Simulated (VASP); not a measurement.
Here is the system:

```
AgCl
1.0
    0.00000     2.71087     2.71087
    2.71087     0.00000     2.71087
    2.71087     2.71087     0.00000
Ag Cl
1 1
Cartesian
  2.71087   2.71087   0.00000
  2.71087   2.71087   2.71087
```

The numbers are results of MS2 meta-GGA, VASP's PBE PAW potentials (set 64) (plane waves; VASP), not measurements. Run with 520 eV cut-off, 8×8×8 Γ-centred mesh, Gaussian smearing of 0.050 eV, potentials Ag Cl.

Question: Predict the energy per atom (σ→0), pressure, band gap (on the k-mesh) with the smallest direct gap where there is one.

Answer: 
```
Item                                          Value
-----------------------------------  --------------
band gap (on the k-mesh)                    1.14 eV
smallest direct gap (on the k-mesh)         3.66 eV
energy per atom (σ→0)                -3.806 eV/atom
pressure                                   3.53 GPa
```

Total energies compare only between runs with the same potentials, cut-off and functional.

The compound is AgCl in the rock salt structure. This cell is one point of a volume scan, at 0.94 of the reference volume.
